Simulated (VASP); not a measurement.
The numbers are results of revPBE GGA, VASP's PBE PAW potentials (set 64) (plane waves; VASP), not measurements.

A VASP calculation is set up with these files.

**POSCAR**
```
Mo
1
   -1.5877781978     1.5877781978     1.5877781978
    1.5877781978    -1.5877781978     1.5877781978
    1.5877781978     1.5877781978    -1.5877781978
Mo
1
Direct
  0.0000000000   0.0000000000   0.0000000000
```

File KPOINTS:
```
Automatic
0
G
18 18 18
```

**INCAR**
```
SYSTEM = Mo
PREC = Accurate
ENCUT = 520
EDIFF = 1E-7
NELM = 100
ALGO = Normal
LREAL = .FALSE.
LASPH = .TRUE.
ISMEAR = -5
GGA = RE
LMAXMIX = 4
LWAVE = .FALSE.
LCHARG = .TRUE.
LORBIT = 11
NEDOS = 601
ISIF = 2
```

POTCAR, in this order: Mo_sv (PBE.64 set). Program: vasp_std.

Q: What will the output report for the number of irreducible k-points (NKPTS), largest plane-wave count, number of space-group operations, FFT grid (NGX, NGY, NGZ)?

A: 
```yaml
number of irreducible k-points (NKPTS): 195
largest_plane_wave_count: 444
number_of_space_group_operations: 48
FFT grid (NGX, NGY, NGZ): 20 × 20 × 20
```

The compound is Mo in the bcc structure. It was relaxed first.
